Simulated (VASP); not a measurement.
# ZnO: band gap against strain

ZnO (wurtzite, P6_3mc, 11.857 Å³/atom and stress up to 0.19 GPa in the relaxed cell, c along z) under an equal strain ε along x and y, with z held. PBEsol in VASP (plane waves, PAW), 600 eV, 12×12×6 Γ-centred mesh, Gaussian smearing 0.05 eV; ions are relaxed, or left where forces stay under 0.02 eV/Å, within the symmetry of each cell. Gaps are the smallest on the run's k-mesh, which can miss an edge that lies off it, without spin-orbit coupling; in all rows the valence edge lies at Γ and the conduction edge at Γ.

Here s stands for strain and Eg for gap.

```
strain (%)  gap (eV)
----------  --------
0.00           0.682
0.50           0.674
1.00           0.666
1.50           0.657
3.00               ?
```

Task: Fit Eg against s with a straight line, and predict the withheld value at s = 3.00.

Result: Means: s 0.75000, Eg 0.6698. About the means, the sum of products is -0.020750 and the sum of squares of s is 1.2500; the slope is their ratio. Least squares gives Eg = 0.6822 - 0.01660·s. Residuals (row less fit): -0.0002, 0.0001, 0.0004, -0.0003; standard error 0.0004 (degrees of freedom: 2). Over these rows the gap moves by -1.66 ± 0.03 eV per unit strain. At the withheld row, Eg = 0.6822 - 0.01660 × 3.0 = 0.6324 eV. The calculation gives 0.629 eV, 0.0034 eV below the prediction (6.4 % of the range of Eg in the table). The row lies outside the fitted rows, so this is an extrapolation. The scatter of the fitted rows lies at the last printed digit.

A polynomial of degree 2 through the 6 other runs of the series gives 0.629 there, so most of the miss is curvature that the fit leaves out. Rows are the converged runs of the series near zero and its far end; series whose fitted rows scatter by over a few per cent of the range, as at a crossing or softening among them, aren't shown in this form, nor equations of state whose B0' disagrees with the runs' pressures. Most that stay on the fit to the last digits aren't either.
